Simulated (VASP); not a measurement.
The system is BN.

```
N B
1.0
     2.49824    0.00000    0.00000
    -1.24912    2.16354    0.00000
     0.00000    0.00000    6.63570
N B
2 2
Direct
  0.66667 0.33333 0.25000
  0.33333 0.66667 0.75000
  0.66667 0.33333 0.75000
  0.33333 0.66667 0.25000
```

Base run:

- Program: VASP 6.6.1
- Functional: TB-mBJ
- Potentials or basis: VASP PAW PBE potentials, release 64 (N, B)
- Cutoff: 520 eV
- k mesh: 12 × 12 × 4
- Occupations: gaussian, width 0.02 eV
- Spin: no spin polarisation

Its results: band gap on the k mesh 6.04 eV, indirect (least direct gap 6.41 eV).

Task: The run is repeated on the same cell with these changes: functional from TB-mBJ to r2SCAN. What comes out?

Result: Band gap on the k mesh 4.89 eV, indirect (least direct gap 5.32 eV).

A k mesh can miss the band edges.

Not every run made on this cell is shown here.
